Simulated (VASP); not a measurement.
Output of a VASP run:

**OSZICAR**
```
       N       E                     dE             d eps       ncg     rms          rms(c)
DAV:   1     0.447340567610E+02    0.44734E+02   -0.65918E+03  2610   0.115E+03
DAV:   2    -0.123040652367E+02   -0.57038E+02   -0.56189E+02  3356   0.248E+02
DAV:   3    -0.128968711771E+02   -0.59281E+00   -0.57547E+00  2941   0.254E+01
DAV:   4    -0.129004657002E+02   -0.35945E-02   -0.35906E-02  2986   0.167E+00
DAV:   5    -0.129004869851E+02   -0.21285E-04   -0.21285E-04  2899   0.111E-01    0.166E+01
DAV:   6    -0.125722525483E+02    0.32823E+00   -0.32519E-01  2715   0.706E+00    0.840E+00
DAV:   7    -0.124649061044E+02    0.10735E+00   -0.28667E-01  2741   0.631E+00    0.442E-01
DAV:   8    -0.124631323994E+02    0.17737E-02   -0.48771E-03  2802   0.951E-01    0.107E-01
DAV:   9    -0.124630922963E+02    0.40103E-04   -0.14079E-04  2749   0.157E-01    0.289E-02
DAV:  10    -0.124630913014E+02    0.99488E-06   -0.29456E-06  3204   0.240E-02
   1 F= -.94171019E+01 E0= -.94169825E+01  d E =-.941710E+01
       N       E                     dE             d eps       ncg     rms          rms(c)
DAV:   1    -0.131731798860E+02   -0.71009E+00   -0.43672E+01  2661   0.956E+01    0.131E+01
DAV:   2    -0.121047406041E+02    0.10684E+01   -0.12910E+00  2653   0.164E+01    0.459E+00
DAV:   3    -0.118253583275E+02    0.27938E+00   -0.80134E-01  2702   0.123E+01    0.175E+00
DAV:   4    -0.118294379424E+02   -0.40796E-02   -0.13284E-02  3155   0.132E+00    0.165E-01
DAV:   5    -0.118293494416E+02    0.88501E-04   -0.71269E-04  2742   0.343E-01    0.894E-02
DAV:   6    -0.118293524447E+02   -0.30031E-05   -0.12165E-05  2850   0.485E-02    0.781E-03
DAV:   7    -0.118293517056E+02    0.73910E-06   -0.53500E-07  1687   0.987E-03
   2 F= -.92111512E+01 E0= -.92110520E+01  d E =0.205951E+00
       N       E                     dE             d eps       ncg     rms          rms(c)
DAV:   1    -0.131981773659E+02   -0.13688E+01   -0.29654E+01  2653   0.851E+01    0.960E+00
DAV:   2    -0.125344952516E+02    0.66368E+00   -0.89061E-01  2682   0.121E+01    0.341E+00
DAV:   3    -0.123784771526E+02    0.15602E+00   -0.48739E-01  2697   0.881E+00    0.101E+00
DAV:   4    -0.123812606114E+02   -0.27835E-02   -0.56867E-03  3076   0.852E-01    0.133E-01
DAV:   5    -0.123813324839E+02   -0.71872E-04   -0.38378E-04  2788   0.229E-01    0.649E-02
DAV:   6    -0.123813321792E+02    0.30467E-06   -0.42459E-06  2928   0.278E-02
   3 F= -.94347714E+01 E0= -.94348190E+01  d E =-.176695E-01
       N       E                     dE             d eps       ncg     rms          rms(c)
DAV:   1    -0.123788141970E+02    0.25183E-02   -0.15900E-03  2675   0.597E-01    0.701E-02
DAV:   2    -0.123787769715E+02    0.37226E-04   -0.47416E-05  2668   0.919E-02    0.243E-02
DAV:   3    -0.123787685919E+02    0.83796E-05   -0.27136E-05  2700   0.671E-02    0.856E-03
DAV:   4    -0.123787692255E+02   -0.63359E-06   -0.32987E-07  1402   0.687E-03
   4 F= -.94347882E+01 E0= -.94348350E+01  d E =-.176863E-01
```

OUTCAR:
```
------------------------ aborting loop because EDIFF is reached ----------------------------------------
  FORCE on cell =-STRESS in cart. coord.  units (eV):
  Direction    XX          YY          ZZ          XY          YZ          ZX
  --------------------------------------------------------------------------------------
  Total        2.9381012      2.9381012      2.9381012      0.0000000     -0.0000000     -0.0000000
  in kB      299.4008328    299.4008328    299.4008328      0.0000000     -0.0000000     -0.0000000
  external PRESSURE =      -0.5991672 kB  Pullay stress =     300.0000000 kB
  volume of cell :       15.72
      direct lattice vectors                 reciprocal lattice vectors
    -1.578173624  1.578173624  1.578173624     0.000000000  0.316821921  0.316821921
     1.578173624 -1.578173624  1.578173624     0.316821921  0.000000000  0.316821921
     1.578173624  1.578173624 -1.578173624     0.316821921  0.316821921  0.000000000
 POSITION                                       TOTAL-FORCE (eV/Angst)
 -----------------------------------------------------------------------------------
     -1.57817      1.57817      1.57817         0.000000     -0.000000      0.000000
 -----------------------------------------------------------------------------------
    total drift:                               -0.000000     -0.000000      0.000000
  FREE ENERGIE OF THE ION-ELECTRON SYSTEM (eV)
  ---------------------------------------------------
  free  energy   TOTEN  =       -12.3787692255 eV

  energy  without entropy=      -12.3789097361  energy(sigma->0) =      -12.37881606
  enthalpy is  TOTEN    =        -9.4347882030 eV   P V=        2.9439810224

 reached required accuracy - stopping structural energy minimisation
```
(Selected blocks of OUTCAR.)

File POSCAR:
```
Ta
1
   -1.5961948626     1.5961948626     1.5961948626
    1.5961948626    -1.5961948626     1.5961948626
    1.5961948626     1.5961948626    -1.5961948626
Ta
1
Direct
  0.0000000000   0.0000000000   0.0000000000
```

Task: Write an INCAR and KPOINTS that could have produced this output.

Result: This is not unique; one that fits is the input of the run itself, PBEsol GGA, plane waves, VASP's PBE PAW potentials (set 64).

KPOINTS:
```
Regular mesh
0
Gamma
 16 16 16
0 0 0
```

INCAR:
```
! general
SYSTEM =Ta
PREC   =Accurate
ENCUT  =500
LREAL  =.False.
LASPH  =.True.

! electronic loop
EDIFF  =1E-6
NELM   =100
ALGO   =Normal
LMAXMIX=6

! smearing
ISMEAR =1
SIGMA  =0.1

! functional
GGA    =PS

! ions
IBRION =2
NSW    =40
ISIF   =3
EDIFFG =-0.02
PSTRESS=300

! output
LWAVE  =.False.
LCHARG =.False.
```

POTCAR, in this order: Ta_pv (PBE.64 set). Program: vasp_std.

Energy and stress use the plane-wave basis of the starting cell.

The compound is Ta in the bcc structure. This run relaxes it under an external pressure of 30 GPa. Symmetry was kept, so distortions that lower it aren't found.
